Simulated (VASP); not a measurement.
Given:

```
Ni
1.0
    0.00000     1.76000     1.76000
    1.76000     0.00000     1.76000
    1.76000     1.76000     0.00000
Ni
1
Direct
  0.00000   0.00000   0.00000
```
Starting moments (μB, in the order of the record's atoms Ni): 0.8.

Level of theory: AM05 GGA, VASP's PBE PAW potentials (set 64) (plane waves; VASP 6.6.1). Numerical set-up: 520 eV cut-off, 16×16×16 Γ-centred mesh, first-order Methfessel-Paxton smearing of 0.10 eV, potentials Ni.

Energy and stress use the plane-wave basis of the starting cell.

**Question.** The ions, cell shape and volume are relaxed. What does this cell relax into?

**Answer.** 
```
Ni
1.0
    0.00000     1.72866     1.72866
    1.72866     0.00000     1.72866
    1.72866     1.72866     0.00000
Ni
1
Direct
  0.00000   0.00000   0.00000
```
Space group Fm-3m (225), at a tolerance of 0.03 Å. The cell ends with 0.59 μB, on the sites 0.59 μB.

**Question.** How do energy and volume change from the first to the last step?

**Answer.** The energy (σ→0) changes by -20.5 meV/atom and the volume by -5.2 %, in 3 ionic steps.

The compound is Ni in the fcc structure. This run relaxes it. Symmetry was kept, so distortions that lower it aren't found.
